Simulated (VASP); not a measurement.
Energy against volume of BP (zinc blende). These are vdW-DF-cx, VASP's PBE PAW potentials (set 64) (plane waves; VASP 6.6.1) values and carry that method's errors. Numerical set-up: 520 eV cut-off, 10×10×10 Γ-centred mesh, Gaussian smearing of 0.050 eV, potentials B P.

```tsv
V (Å³/atom)	E (eV/atom)
11.330	-5.59658
11.681	-5.60243
12.031	-5.59745
12.381	-5.58304
```

Fit these four points and predict the energy of the run at 10.980 Å³/atom.

A cubic in V^(−2/3), the third-order Birch-Murnaghan form, passes through the four points with V0 = 11.69 Å³/atom and B0 = 164 GPa, and gives -5.5783 eV/atom there. The run gave -5.5782 eV/atom, +0.1 meV/atom from the fit; all five points give B0 = 165 GPa.

The compound is BP in the zinc blende structure. It was relaxed first.
